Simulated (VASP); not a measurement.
Input of a VASP 6.6.1 run:

INCAR

```
PREC = Accurate
ENCUT = 600
EDIFF = 1E-7
ISMEAR = 0
SIGMA = 0.03
LREAL = F
LASPH = T
NELM = 80
ALGO = Normal
ISIF = 3
LWAVE = F
LCHARG = F
GGA = PE
IVDW = 12
IBRION = 2
NSW = 90
EDIFFG = -0.005
LATTICE_CONSTRAINTS = .TRUE. .TRUE. .FALSE.
LUSENCCL = F
```

KPOINTS

```
regular mesh
0
Gamma
  12 12 1
```

The input POSCAR:

```
MoS2                                    
1.0
    3.1487341223      0.0000000000      0.0000000000
   -1.5743670611      2.7268837351      0.0000000000
    0.0000000000      0.0000000000     39.6162960000
  S               Mo            
     8     4
Direct
     0.3333333300000021    0.6666666699999979    0.2307657329561817
     0.3333333300000021    0.6666666699999979    0.3098914240781067
     0.6666666699999979    0.3333333300000021    0.3839445369567223
     0.6666666699999979    0.3333333300000021    0.4629721014993967
     0.3333333300000021    0.6666666699999979    0.5370278985006033
     0.3333333300000021    0.6666666699999979    0.6160554630432775
     0.6666666699999979    0.3333333300000021    0.6901085759218936
     0.6666666699999979    0.3333333300000021    0.7692342670438184
     0.6666666699999979    0.3333333300000021    0.2703531943888819
     0.3333333300000021    0.6666666699999979    0.4234609801686846
     0.6666666699999979    0.3333333300000021    0.5765390198313154
     0.3333333300000021    0.6666666699999979    0.7296468056111182
```

Potentials or basis: VASP PAW PBE potentials, release 64 (S, Mo_sv).

Run with:

```console
$ cat potpaw_PBE.64/S/POTCAR potpaw_PBE.64/Mo_sv/POTCAR > POTCAR
$ mpirun -np 1 vasp_std > vasp.out
```

Problem. Estimate the dispersion energy per atom.

Solution. -0.406 eV.

Problem. What does it give for the band gap on the k mesh?

Solution. 0.95 eV, indirect (least direct gap 1.72 eV).

Final structure:
```
CELL_PARAMETERS angstrom
3.14948 0.00000 0.00000
-1.57474 2.72753 0.00000
0.00000 0.00000 39.61630
ATOMIC_POSITIONS crystal
S 0.33333 0.66667 0.23078
S 0.33333 0.66667 0.30989
S 0.66667 0.33333 0.38394
S 0.66667 0.33333 0.46298
S 0.33333 0.66667 0.53702
S 0.33333 0.66667 0.61606
S 0.66667 0.33333 0.69011
S 0.66667 0.33333 0.76922
Mo 0.66667 0.33333 0.27035
Mo 0.33333 0.66667 0.42346
Mo 0.66667 0.33333 0.57654
Mo 0.33333 0.66667 0.72965
```

As with any semilocal functional, this PBE gap is likely too small.
